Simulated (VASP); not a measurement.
```yaml
crystal:
  lattice:
    - [0.00000, 2.30450, 2.30450]
    - [2.30450, 0.00000, 2.30450]
    - [2.30450, 2.30450, 0.00000]
  atoms:
    - { symbol: Li, position: [0.25000, 0.25000, 0.25000] }
    - { symbol: Li, position: [0.75000, 0.75000, 0.75000] }
    - { symbol: O, position: [0.00000, 0.00000, 0.00000] }
```

The numbers are results of AM05 GGA, VASP's PBE PAW potentials (set 64) (plane waves; VASP 6.6.1), not measurements. Numerical set-up: 520 eV cut-off, Gaussian smearing of 0.050 eV, potentials Li_sv O.

Q: Predict the band gap (along the path) with the smallest direct gap where there is one.

A: 
band gap (along the path): 4.91 eV
smallest direct gap (along the path): 5.33 eV

The absolute energy has meaning only against runs of the same code, potentials and settings.

The compound is Li2O in the antifluorite structure. It was relaxed first.
